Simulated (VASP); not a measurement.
Hf3Te:

```xyz
4
Lattice="4.4733 0.0000 0.0000 0.0000 4.4733 0.0000 0.0000 0.0000 4.4733" Properties=species:S:1:pos:R:3 pbc="T T T"
Hf    0.0000    2.2367    2.2367
Hf    2.2367    0.0000    2.2367
Hf    2.2367    2.2367    0.0000
Te    0.0000    0.0000    0.0000
```

The cell was built by a generator and needn't be a form met in nature.

- Program: VASP 6.6.1
- Task: relaxation of cell and atoms
- Functional: PBE
- Potentials or basis: VASP PAW PBE potentials, release 64 (Hf_pv, Te)
- Cutoff: 600 eV
- k mesh: 10 × 10 × 10
- Occupations: gaussian, width 0.1 eV
- Spin: no spin polarisation

At the start: pressure -3.3 GPa; volume 22.38 Å³/atom.

Task: How do energy, volume and symmetry change on relaxing?

Result: Over 3 steps the energy falls by 7.9 meV/atom and the volume is 21.64 Å³/atom (-3.3 %); space group Pm-3m (No. 221, to 0.05 Å).

The path:
| step | energy change (eV) | largest force (eV/Å) | pressure (GPa) | volume (Å³) |
| --- | --- | --- | --- | --- |
| 1 | 0.0000 | 0.0000 | -3.30 | 89.51 |
| 2 | 0.0006 | 0.0000 | 3.70 | 83.68 |
| 3 | -0.0316 | 0.0000 | 0.00 | 86.55 |

Final structure:
```
Hf Te
1.0
     4.42337    0.00000    0.00000
     0.00000    4.42337    0.00000
     0.00000    0.00000    4.42337
Hf Te
3 1
Cartesian
  0.0000 2.2117 2.2117
  2.2117 0.0000 2.2117
  2.2117 2.2117 0.0000
  0.0000 0.0000 0.0000
```
